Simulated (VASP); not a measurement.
Consider the following.

```xyz
2
Lattice="1.2297 -2.1298 0.0000 1.2297 2.1298 0.0000 0.0000 0.0000 3.9655" Properties=species:S:1:pos:R:3 pbc="T T T"
Co     1.2297     0.7099     0.9914
Co     1.2297    -0.7099     2.9741
```
Starting moments (μB, in the order of the record's atoms Co Co): 1.6 1.6.

Computed with vdW-DF-cx, VASP's PBE PAW potentials (set 64) (plane waves; VASP). Numerical set-up: 520 eV cut-off, 15×15×8 Γ-centred mesh, first-order Methfessel-Paxton smearing of 0.10 eV, potentials Co.

Question: Predict the cell moment, energy per atom (σ→0), band gap (on the k-mesh) with the smallest direct gap where there is one.

Answer: 
- band gap (on the k-mesh) = none (metal, semimetal or under 0.01 eV)
- cell moment = 3.15 μB
- energy per atom (σ→0) = -4.826 eV/atom

Question: Give the moment on each site (PAW-sphere projection).

Answer: 
```
site  moment (μB)
----  -----------
Co1          1.58
Co2          1.58
```

The compound is Co in the hcp structure. It was relaxed first, which changed the volume by -6 %. The start is the result of an earlier pass.
